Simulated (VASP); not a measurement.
Given:

```xyz
2
Lattice="1.8000 -3.1177 0.0000 1.8000 3.1177 0.0000 0.0000 0.0000 5.6900" Properties=species:S:1:pos:R:3 pbc="T T T"
Tb     1.8000     1.0392     1.4225
Tb     1.8000    -1.0392     4.2675
```

All values below come from PBE GGA, VASP's PBE PAW potentials (set 64) (plane waves; VASP). Settings: 400 eV cut-off, KSPACING 0.5 per Å, first-order Methfessel-Paxton smearing of 0.10 eV, potentials Tb_3.

The 4f electrons are frozen in the core of the lanthanide potential, so 4f levels, which can set the real gap, and their magnetism are missing.

Q: Give the stress tensor in GPa (positive for a compressed cell).

A: 
```
 1.37   0.00   0.00
 0.00   1.37   0.00
 0.00   0.00  -0.80
```
The pressure is its mean diagonal, 0.64 GPa.

The compound is Tb in the hcp structure. The cell was not relaxed at this level. The run is one of a series of settings (KGAMMA = .TRUE., KSPACING = 0.5, KPOINTS file removed against the base run), some of them coarse on purpose.
